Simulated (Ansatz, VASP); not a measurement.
## AlHg: VASP beside Ansatz

Contents of INCAR:

```
SYSTEM = AlHg
PREC = Accurate
ENCUT = 600
EDIFF = 1E-6
ISMEAR = -1
SIGMA = 0.05
LREAL = .FALSE.
LASPH = .TRUE.
NELM = 100
ALGO = Fast
ISIF = 3
LWAVE = .FALSE.
LCHARG = .FALSE.
IBRION = 2
NSW = 60
EDIFFG = -0.005
```

File KPOINTS:

```
Automatic mesh
0
G
  8 8 8
  0 0 0
```

File POSCAR:

```
AlHg
1.0
    0.0000000000      3.0685300000      3.0685300000
    3.0685300000      0.0000000000      3.0685300000
    3.0685300000      3.0685300000      0.0000000000
Al Hg
1 1
Direct
    0.0000000000      0.0000000000      0.0000000000
    0.7500000000      0.7500000000      0.7500000000
```

Contents of input.yaml:

```yaml
crystal:
  lattice:
    - [0.0, 3.06853, 3.06853]
    - [3.06853, 0.0, 3.06853]
    - [3.06853, 3.06853, 0.0]
  atoms:
    - { symbol: Al, position: [0.0, 0.0, 0.0] }
    - { symbol: Hg, position: [0.75, 0.75, 0.75] }
hamiltonian:
  xc: lda
  pseudopotentials: { kind: paw }
kpoints:
  mp_grid: { grid: [8, 8, 8] }
scf:
  occupations: { method: fermi_dirac, width: 0.05 }
output:
  forces: true
  stress: true
  eigenvalues: true
relax:
  f_tol: 0.01
  max_steps: 40
  cell: { stress_tol: 0.05 }
```

The cell was built by a generator and needn't be a form met in nature.

Alike in both runs: task relaxation of cell and atoms; functional LDA; k mesh 8 × 8 × 8; occupations fermi-dirac, width 0.05 eV; no spin polarisation.

|  | VASP | Ansatz |
| --- | --- | --- |
| version | VASP 6.6.1 | Ansatz 0.2.0 |
| potentials or method | VASP PAW LDA potentials, release 64 (Al, Hg) | Ansatz PAW |
| plane-wave cutoff (eV) | 600 | 420 |
| valence electrons in the cell | 15 | 23 |

Ansatz gave:

| Item | Value |
| --- | --- |
| gap on the k mesh at the Fermi level, each at its own relaxed structure (eV) | none |
| relaxed volume (Å³/atom) | 26.26 |
| relaxed cell length with the largest relative difference (Å) | 4.204 |
| energy change over the relaxation (meV/atom) | -30 |

Problem. Which values does VASP return?

Solution. gap on the k mesh at the Fermi level, each at its own relaxed structure (eV): none; relaxed volume (Å³/atom): 26.42; relaxed cell length with the largest relative difference (Å): 4.212; energy change over the relaxation (meV/atom): -26.

A gap of «none» marks a metal or a gap that the smearing closes. The two sets of potentials don't hold the same shells in valence.

Caveats: the plane-wave basis is chosen anew once the cell has moved, so the energies of steps on either side of that aren't comparable (Ansatz); the PAW data sets come from PBE, with cores solved anew for the run's functional, which leaves a small shift of forces and pressure (Ansatz). Spin-orbit coupling is left out, which matters for the levels of Hg.
